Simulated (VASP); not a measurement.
# GeBi3 (Fm-3m) in VASP: equation of state, part 2 of 2

VASP 6.6.1.

## Step 3: Equation of state, PBE, 27.75 Å³/atom (volume scaled by 0.96)

The input, INCAR:

```
ALGO = Normal
EDIFF = 1E-7
ENCUT = 520
GGA = PE
ISIF = 2
ISMEAR = -1
LASPH = True
LCHARG = False
LREAL = False
LWAVE = False
NBANDS = 38
NELM = 60
PREC = Accurate
SIGMA = 0.05
```

The input, KPOINTS:

```
k-points
0
Gamma
  6 6 6
```

The input, POSCAR:

```
GeBi3
1.0
    0.0000000000      3.8145602558      3.8145602558
    3.8145602558      0.0000000000      3.8145602558
    3.8145602558      3.8145602558      0.0000000000
Bi Ge
3 1
Direct
    0.5000000000      0.5000000000      0.5000000000
    0.7500000000      0.7500000000      0.7500000000
    0.2500000000      0.2500000000      0.2500000000
    0.0000000000      0.0000000000      0.0000000000
```

Potentials or basis: VASP PAW PBE potentials, release 64 (Bi_d, Ge_d).

Started as:

```
cat potpaw_PBE.64/Bi_d/POTCAR potpaw_PBE.64/Ge_d/POTCAR > POTCAR
mpirun -np 1 vasp_std > vasp.out
```

OUTCAR:

```text
EDIFF = 1E-7
   ENCUT = 520
   GGA = PE
   ISIF = 2
   ISMEAR = -1
   LASPH = True
   LREAL = False
   NELM = 60
   PREC = Accurate

 Found     16 irreducible k-points:

 Following reciprocal coordinates:
            Coordinates               Weight
  0.000000  0.000000  0.000000      1.000000
  0.166667  0.000000  0.000000      8.000000
[... 326 lines left out ...]

  FORCE on cell =-STRESS in cart. coord.  units (eV):
  Direction    XX          YY          ZZ          XY          YZ          ZX
  --------------------------------------------------------------------------------------
  -------------------------------------------------------------------------------------
  Total        2.4480022      2.4480022      2.4480022      0.0000000     -0.0000000      0.0000000
  in kB       35.3312455     35.3312455     35.3312455      0.0000000     -0.0000000      0.0000000
  external PRESSURE =      35.3312455 kB  Pullay stress =       0.0000000 kB

 VOLUME and BASIS-vectors are now :
 -----------------------------------------------------------------------------
  energy-cutoff  :      520.00
  volume of cell :      111.01
      direct lattice vectors                 reciprocal lattice vectors
     0.000000000  3.814560256  3.814560256    -0.131076708  0.131076708  0.131076708
     3.814560256  0.000000000  3.814560256     0.131076708 -0.131076708  0.131076708
     3.814560256  3.814560256  0.000000000     0.131076708  0.131076708 -0.131076708

 POSITION                                       TOTAL-FORCE (eV/Angst)
 -----------------------------------------------------------------------------------
      3.81456      3.81456      3.81456         0.000000      0.000000     -0.000000
      5.72184      5.72184      5.72184        -0.000000     -0.000000     -0.000000
      1.90728      1.90728      1.90728         0.000000      0.000000      0.000000
      0.00000      0.00000      0.00000         0.000000      0.000000     -0.000000
 -----------------------------------------------------------------------------------
    total drift:                               -0.000000      0.000000      0.000000

  FREE ENERGIE OF THE ION-ELECTRON SYSTEM (eV)
  ---------------------------------------------------
  free  energy   TOTEN  =       -14.9902305598 eV

  energy  without entropy=      -14.9417722082  energy(sigma->0) =      -14.96600138
```

OSZICAR:

```text
N       E                     dE             d eps       ncg     rms          rms(c)
DAV:   1     0.683935442591E+03    0.68394E+03   -0.30313E+04  1354   0.273E+03
DAV:   2     0.919582123151E+02   -0.59198E+03   -0.57802E+03  1216   0.735E+02
DAV:   3    -0.865188496318E+01   -0.10061E+03   -0.99139E+02  1380   0.234E+02
DAV:   4    -0.147922136432E+02   -0.61403E+01   -0.61202E+01  1356   0.631E+01
DAV:   5    -0.150228046473E+02   -0.23059E+00   -0.23056E+00  1564   0.118E+01    0.115E+00
DAV:   6    -0.149925247024E+02    0.30280E-01   -0.15325E-01  1636   0.295E+00    0.610E-01
DAV:   7    -0.149903387725E+02    0.21859E-02   -0.29764E-02  1436   0.133E+00    0.291E-01
DAV:   8    -0.149901916067E+02    0.14717E-03   -0.26985E-03  1588   0.386E-01    0.763E-02
DAV:   9    -0.149902285683E+02   -0.36962E-04   -0.38135E-04  1422   0.185E-01    0.236E-02
DAV:  10    -0.149902334250E+02   -0.48567E-05   -0.69407E-05  1472   0.856E-02    0.680E-03
DAV:  11    -0.149902314263E+02    0.19987E-05   -0.80062E-06  1500   0.267E-02    0.362E-03
DAV:  12    -0.149902305002E+02    0.92613E-06   -0.75635E-07  1330   0.824E-03    0.489E-04
DAV:  13    -0.149902305598E+02   -0.59659E-07   -0.81512E-08   746   0.255E-03
   1 F= -.14990231E+02 E0= -.14966001E+02  d E =-.484584E-01
```

stdout:

```text
POSCAR found type information on POSCAR BiGe
 POSCAR found :  2 types and       4 ions
 scaLAPACK will be used
 LDA part: xc-table for (Slater+PW92), standard interpolation
 POSCAR, INCAR and KPOINTS ok, starting setup
 FFT: planning ... GRIDC
 FFT: planning ... GRID_SOFT
 FFT: planning ... GRID
 WAVECAR not read
 entering main loop
```

It took 57 s on 1 thread of Intel Xeon Platinum 8488C (Sapphire Rapids), shared host; peak memory 0.26 GiB.

Results:

```
Free energy            : -14.9902 eV
Pressure               : 3.5 GPa
Band gap on the k mesh : none (metal or under the smearing width)
```

Caveat: spin-orbit coupling is left out, which moves the levels of the heavy elements.

## Step 4: Equation of state, PBE, 28.33 Å³/atom (volume scaled by 0.98)

The input, INCAR:

```
  PREC = Accurate
  ENCUT = 520
  EDIFF = 1E-7
  ISMEAR = -1
  SIGMA = 0.05
  LREAL = False
  LASPH = True
  NELM = 60
  ALGO = Normal
  ISIF = 2
  LWAVE = False
  LCHARG = False
  GGA = PE
  NBANDS = 38
```

The input, KPOINTS:

```
regular mesh
0
Gamma
  6 6 6
```

The input, POSCAR:

```
GeBi3
1.0
    0.0000000000      3.8408683992      3.8408683992
    3.8408683992      0.0000000000      3.8408683992
    3.8408683992      3.8408683992      0.0000000000
Bi Ge
3 1
Direct
    0.5000000000      0.5000000000      0.5000000000
    0.7500000000      0.7500000000      0.7500000000
    0.2500000000      0.2500000000      0.2500000000
    0.0000000000      0.0000000000      0.0000000000
```

Started as:

```
cat potpaw_PBE.64/Bi_d/POTCAR potpaw_PBE.64/Ge_d/POTCAR > POTCAR
mpirun -np 1 vasp_std > vasp.out
```

It took 91 s on 1 thread of Intel Xeon Platinum 8488C (Sapphire Rapids), shared host; peak memory 0.25 GiB.

The run converged. Its results:

| Property | Result |
| --- | --- |
| Free energy | -15.0328 eV |
| Pressure | 2.2 GPa |
| Band gap on the k mesh | none (metal or under the smearing width) |

Caveat: spin-orbit coupling is left out, which moves the levels of the heavy elements.

## Step 5: Equation of state, PBE, 29.49 Å³/atom (volume scaled by 1.02)

The input, INCAR:

```
  PREC = Accurate
  ENCUT = 520
  EDIFF = 1E-7
  ISMEAR = -1
  SIGMA = 0.05
  LREAL = F
  LASPH = T
  NELM = 60
  ALGO = Normal
  ISIF = 2
  LWAVE = F
  LCHARG = F
  GGA = PE
  NBANDS = 38
```

KPOINTS is that of step 4.

The input, POSCAR:

```
GeBi3
1.0
    0.0000000000      3.8924298324      3.8924298324
    3.8924298324      0.0000000000      3.8924298324
    3.8924298324      3.8924298324      0.0000000000
Bi Ge
3 1
Direct
    0.5000000000      0.5000000000      0.5000000000
    0.7500000000      0.7500000000      0.7500000000
    0.2500000000      0.2500000000      0.2500000000
    0.0000000000      0.0000000000      0.0000000000
```

Started as:

```
cat potpaw_PBE.64/Bi_d/POTCAR potpaw_PBE.64/Ge_d/POTCAR > POTCAR
mpirun -np 1 vasp_std > vasp.out
```

It took 1.7 min on 1 thread of Intel Xeon Platinum 8488C (Sapphire Rapids), shared host; peak memory 0.27 GiB.

Results (log left out):

```
Free energy            : -15.0647 eV
Pressure               : -0.1 GPa
Band gap on the k mesh : none (metal or under the smearing width)
```

Caveat: spin-orbit coupling is left out, which moves the levels of the heavy elements.

## Step 6: Equation of state, PBE, 30.07 Å³/atom (volume scaled by 1.04)

The input, INCAR:

```
SYSTEM = GeBi3
  ALGO = Normal
  EDIFF = 1E-7
  ENCUT = 520
  GGA = PE
  ISIF = 2
  ISMEAR = -1
  LASPH = .TRUE.
  LCHARG = .FALSE.
  LREAL = .FALSE.
  LWAVE = .FALSE.
  NBANDS = 38
  NELM = 80
  PREC = Accurate
  SIGMA = 0.05
```

The input, KPOINTS:

```
k-points
0
G
  6 6 6
  0 0 0
```

The input, POSCAR:

```
GeBi3
1.0
    0.0000000000      3.9177060590      3.9177060590
    3.9177060590      0.0000000000      3.9177060590
    3.9177060590      3.9177060590      0.0000000000
Bi Ge
3 1
Direct
    0.5000000000      0.5000000000      0.5000000000
    0.7500000000      0.7500000000      0.7500000000
    0.2500000000      0.2500000000      0.2500000000
    0.0000000000      0.0000000000      0.0000000000
```

Potentials or basis: VASP PAW PBE potentials, release 64 (Bi_d, Ge_d).

Started as:

```
cat potpaw_PBE.64/Bi_d/POTCAR potpaw_PBE.64/Ge_d/POTCAR > POTCAR
mpirun -np 1 vasp_std > vasp.out
```

It took 1.7 min on 1 thread of Intel Xeon Platinum 8488C (Sapphire Rapids), shared host; peak memory 0.28 GiB.

Results (log left out):

```
Free energy            : -15.0574 eV
Pressure               : -1.1 GPa
Band gap on the k mesh : none (metal or under the smearing width)
```

Caveat: spin-orbit coupling is left out, which moves the levels of the heavy elements.

## Step 7: Equation of state, PBE, 30.64 Å³/atom (volume scaled by 1.06)

The input, INCAR:

```
SYSTEM = GeBi3
PREC     = Accurate       ! precision mode
ENCUT    = 520            ! plane-wave cutoff, eV
EDIFF    = 1E-7           ! SCF threshold, eV
ISMEAR   = -1             ! smearing method
SIGMA    = 0.05           ! smearing width, eV
LREAL    = .False.        ! projectors in reciprocal space
LASPH    = .True.         ! aspherical terms in the spheres
NELM     = 100            ! most SCF steps
ALGO     = Normal         ! electronic algorithm
ISIF     = 2              ! what is computed and relaxed
LWAVE    = .False.        ! write WAVECAR
LCHARG   = .False.        ! write CHGCAR
GGA      = PE             ! functional
NBANDS   = 38             ! bands
```

The input, KPOINTS:

```
Automatic mesh
0
Gamma
  6 6 6
  0 0 0
```

The input, POSCAR:

```
GeBi3
1.0
    0.0000000000      3.9426602736      3.9426602736
    3.9426602736      0.0000000000      3.9426602736
    3.9426602736      3.9426602736      0.0000000000
Bi Ge
3 1
Direct
    0.5000000000      0.5000000000      0.5000000000
    0.7500000000      0.7500000000      0.7500000000
    0.2500000000      0.2500000000      0.2500000000
    0.0000000000      0.0000000000      0.0000000000
```

Started as:

```
cat potpaw_PBE.64/Bi_d/POTCAR potpaw_PBE.64/Ge_d/POTCAR > POTCAR
mpirun -np 1 vasp_std > vasp.out
```

Run time: 78 s. Hardware: 1 thread of Intel Xeon Platinum 8488C (Sapphire Rapids), shared host; peak memory 0.27 GiB.

The run converged. Its results:

* Free energy: -15.0366 eV
* Pressure: -1.9 GPa
* Band gap on the k mesh: none (metal or under the smearing width)

Caveat: spin-orbit coupling is left out, which moves the levels of the heavy elements.

## Step 8: Equation of state, PBE

Potentials or basis: VASP PAW PBE potentials, release 64 (Bi_d, Ge_d).

This step only gathers the single runs of the series.

What came out:

* Equilibrium volume: 29.49 Å³/atom
* Bulk modulus: 53 GPa
* Pressure derivative of the bulk modulus: 4.0

Energy against volume, from the lowest point:
```
volume (Å³/atom)  energy (meV/atom)
          27.174              34.21
          27.753              18.61
          28.331               7.97
          28.909               1.92
          29.487               0.00
          30.065               1.82
          30.643               7.00
```

Caveat: spin-orbit coupling is left out, which moves the levels of the heavy elements.
